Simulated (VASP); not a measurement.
Computed with r2SCAN+rVV10, VASP's PBE PAW potentials (set 64) (plane waves; VASP).

A VASP calculation is set up with these files.

**KPOINTS**
```
Automatic mesh
0
G
 8 8 8
```

File POSCAR:
```
SrVO3
3.7851490
  0.9999999115   0.0000000000   0.0000000000
  0.0000000000   0.9999999115   0.0000000000
  0.0000000000   0.0000000000   0.9999999115
Sr V O
1 1 3
Cart
  0.0000000000   0.0000000000   0.0000000000
  0.4999999557   0.4999999557   0.4999999557
  0.4999999557   0.0000000000   0.4999999557
  0.0000000000   0.4999999557   0.4999999557
  0.4999999557   0.4999999557   0.0000000000
```

### INCAR
```
# general
SYSTEM    =  SrVO3
PREC      =  Accurate
ENCUT     =  520   # plane-wave cut-off (eV)
LREAL     =  .FALSE.
LASPH     =  .TRUE.

# electronic loop
EDIFF     =  1E-7
NELM      =  100   # most electronic steps
ALGO      =  Normal   # blocked Davidson
LMAXMIX   =  4
LMIXTAU   =  .TRUE.

# smearing
ISMEAR    =  1   # Methfessel-Paxton
SIGMA     =  0.1   # width (eV)

# functional
METAGGA   =  R2SCAN
LUSE_VDW  =  .TRUE.
BPARAM    =  11.95
CPARAM    =  0.0093

# ions
ISIF      =  2

# output
LWAVE     =  .FALSE.
LCHARG    =  .FALSE.
```

POTCAR, in this order: Sr_sv V_sv O (PBE.64 set). Program: vasp_std.

Output of the run:

**OUTCAR**
```
 ion  position               nearest neighbor table
   1  0.000  0.000  0.000-   3 2.68   4 2.68   5 2.68   3 2.68   4 2.68   4 2.68   5 2.68   4 2.68
                             3 2.68   5 2.68   3 2.68   5 2.68   2 3.28   2 3.28   2 3.28   2 3.28
   2  0.500  0.500  0.500-   3 1.89   4 1.89   5 1.89   5 1.89   3 1.89   4 1.89   1 3.28   1 3.28
                             1 3.28   1 3.28   1 3.28   1 3.28   1 3.28   1 3.28
   3  0.500  0.000  0.500-   2 1.89   2 1.89   1 2.68   1 2.68   1 2.68   1 2.68
   4  0.000  0.500  0.500-   2 1.89   2 1.89   1 2.68   1 2.68   1 2.68   1 2.68
   5  0.500  0.500  0.000-   2 1.89   2 1.89   1 2.68   1 2.68   1 2.68   1 2.68
  LATTYP: Found a simple cubic cell.
 ALAT       =     3.7851486649
 Subroutine PRICEL returns:
 Original cell was already a primitive cell.
 Subroutine GETGRP returns: Found 48 space group operations
The static configuration has the point symmetry O_h .
The dynamic configuration has the point symmetry O_h .
 Subroutine INISYM returns: Found 48 space group operations
 Subroutine IBZKPT returns following result:
 Found     35 irreducible k-points:

 Following reciprocal coordinates:
            Coordinates               Weight
  0.000000  0.000000  0.000000      1.000000
  0.125000  0.000000  0.000000      6.000000
  0.250000  0.000000  0.000000      6.000000
  0.375000  0.000000  0.000000      6.000000
  0.500000  0.000000  0.000000      3.000000
  0.125000  0.125000  0.000000     12.000000
  0.250000  0.125000  0.000000     24.000000
  0.375000  0.125000  0.000000     24.000000
  0.500000  0.125000  0.000000     12.000000
  0.250000  0.250000  0.000000     12.000000
  0.375000  0.250000  0.000000     24.000000
  0.500000  0.250000  0.000000     12.000000
  0.375000  0.375000  0.000000     12.000000
  0.500000  0.375000  0.000000     12.000000
  0.500000  0.500000  0.000000      3.000000
  0.125000  0.125000  0.125000      8.000000
  0.250000  0.125000  0.125000     24.000000
  0.375000  0.125000  0.125000     24.000000
  0.500000  0.125000  0.125000     12.000000
...
```

### OSZICAR
```
       N       E                     dE             d eps       ncg     rms          rms(c)
DAV:   1     0.441736287653E+03    0.44174E+03   -0.24574E+04  1680   0.184E+03
DAV:   2    -0.556744961574E+02   -0.49741E+03   -0.49333E+03  2160   0.511E+02
DAV:   3    -0.838757604270E+02   -0.28201E+02   -0.28016E+02  1768   0.132E+02
DAV:   4    -0.848093643431E+02   -0.93360E+00   -0.93272E+00  3072   0.207E+01
DAV:   5    -0.848191209327E+02   -0.97566E-02   -0.95586E-02  1968   0.161E+00    0.451E+01
DAV:   6    -0.620631884920E+02    0.22756E+02   -0.75591E+01  2248   0.792E+01    0.162E+01
DAV:   7    -0.611991542602E+02    0.86403E+00   -0.13599E+01  1880   0.361E+01    0.141E+01
DAV:   8    -0.615526032456E+02   -0.35345E+00   -0.39616E+00  1864   0.171E+01    0.340E+00
DAV:   9    -0.609423685526E+02    0.61023E+00   -0.12674E+00  1904   0.105E+01    0.156E+00
DAV:  10    -0.612400262456E+02   -0.29766E+00   -0.37771E-01  1784   0.522E+00    0.888E-01
DAV:  11    -0.613397233154E+02   -0.99697E-01   -0.39775E-02  1968   0.165E+00    0.394E-01
DAV:  12    -0.613278074945E+02    0.11916E-01   -0.46604E-03  2080   0.561E-01    0.270E-01
DAV:  13    -0.613529218074E+02   -0.25114E-01   -0.10834E-02  1680   0.104E+00    0.479E-02
DAV:  14    -0.613530422789E+02   -0.12047E-03   -0.31881E-04  2400   0.168E-01    0.310E-02
DAV:  15    -0.613530027922E+02    0.39487E-04   -0.83608E-05  1800   0.808E-02    0.291E-02
DAV:  16    -0.613531015178E+02   -0.98726E-04   -0.71240E-05  1776   0.835E-02    0.798E-03
DAV:  17    -0.613531039135E+02   -0.23957E-05   -0.68575E-06  2424   0.267E-02    0.169E-03
DAV:  18    -0.613531039728E+02   -0.59240E-07   -0.58069E-07  1816   0.817E-03
   1 F= -.61353104E+02 E0= -.61352475E+02  d E =-.188829E-02
```

OUTCAR:
```
------------------------ aborting loop because EDIFF is reached ----------------------------------------
  FORCE on cell =-STRESS in cart. coord.  units (eV):
  Direction    XX          YY          ZZ          XY          YZ          ZX
  --------------------------------------------------------------------------------------
  Total        2.3151722      2.3151722      2.3151722      0.0000000      0.0000000     -0.0000000
  in kB       68.3982600     68.3982600     68.3982600      0.0000000      0.0000000     -0.0000000
  external PRESSURE =      68.3982600 kB  Pullay stress =       0.0000000 kB
  volume of cell :       54.23
      direct lattice vectors                 reciprocal lattice vectors
     3.785148665  0.000000000  0.000000000     0.264190416  0.000000000  0.000000000
     0.000000000  3.785148665  0.000000000     0.000000000  0.264190416  0.000000000
     0.000000000  0.000000000  3.785148665     0.000000000  0.000000000  0.264190416
 POSITION                                       TOTAL-FORCE (eV/Angst)
 -----------------------------------------------------------------------------------
      0.00000      0.00000      0.00000         0.000000      0.000000      0.000000
      1.89257      1.89257      1.89257         0.000000      0.000000      0.000000
      1.89257      0.00000      1.89257         0.000000      0.000000      0.000000
      0.00000      1.89257      1.89257         0.000000      0.000000      0.000000
      1.89257      1.89257      0.00000         0.000000      0.000000      0.000000
 -----------------------------------------------------------------------------------
    total drift:                                0.000000      0.000000      0.000000
  FREE ENERGIE OF THE ION-ELECTRON SYSTEM (eV)
  ---------------------------------------------------
  free  energy   TOTEN  =       -61.3531039728 eV

  energy  without entropy=      -61.3512156829  energy(sigma->0) =      -61.35247454
```
(Selected blocks of OUTCAR.)

The compound is SrVO3 in the cubic perovskite structure. This cell is one point of a volume scan, at 0.97 of the reference volume. The run is not spin-polarised, so no magnetic state was tried. The electron count is odd and the run is not spin-polarised, which forces a metal.
